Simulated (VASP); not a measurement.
```xyz
6
Lattice="3.1465 0.0000 0.0000 -1.5732 2.7249 0.0000 0.0000 0.0000 23.7347" Properties=species:S:1:pos:R:3 pbc="T T T"
W      0.0000     1.8166    15.1265
W      1.5733     0.9083     8.6082
S      0.0000     1.8166     7.0411
S      1.5733     0.9083    16.6936
S      1.5733     0.9083    13.5583
S      0.0000     1.8166    10.1765
```

Computed with PBEsol GGA, VASP's PBE PAW potentials (set 64) (plane waves; VASP). Run with 400 eV cut-off, 15×15×2 Γ-centred mesh, Gaussian smearing of 0.010 eV, potentials W_sv S.

The cell holds a wide vacuum, so values per volume refer to the whole cell.

Task: Predict the energy per atom (σ→0).

Result: 
```yaml
energy per atom (σ→0): -8.420 eV/atom
```

The cell is a sheet with vacuum, built from a database entry that may be metastable or hypothetical.
